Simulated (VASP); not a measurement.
Crystal: CeBS2.

```
CELL_PARAMETERS angstrom
3.82092 0.00000 0.00000
-1.91046 3.30902 0.00000
0.00000 -2.20601 6.49767
ATOMIC_POSITIONS crystal
Ce 0.50000 0.00000 0.50000
B 0.00000 0.00000 0.00000
S 0.24146 0.48292 0.72438
S 0.75854 0.51708 0.27562
```

The cell was built by a generator and needn't be a form met in nature.

Base run:

* Program: VASP 6.6.1
* Functional: LDA
* Potentials or basis: VASP PAW LDA potentials, release 64 (Ce, B, S)
* Cutoff: 520 eV
* k mesh: 6 × 6 × 6
* Occupations: fermi-dirac, width 0.1 eV
* Spin: no spin polarisation

Its results: band gap on the k mesh none (metal or under the smearing width); pressure 5.2 GPa; largest force 1.629 eV/Å.

Question: The run is repeated on the same cell with these changes: occupations from fermi-dirac, width 0.1 eV to tetrahedron. What comes out?

Answer: Band gap on the k mesh none (metal or under the smearing width); pressure 4.6 GPa; largest force 1.573 eV/Å.

Caveats: the run has no spin polarisation, though such a crystal can be magnetic; without U or exact exchange the open f shell lies at the Fermi level, which spoils levels, moments and volumes; forces of over 1 eV/Å show positions far from the minimum, so gaps and moduli don't describe the material at rest; tetrahedron occupations give inexact forces and stress in metals (some runs).
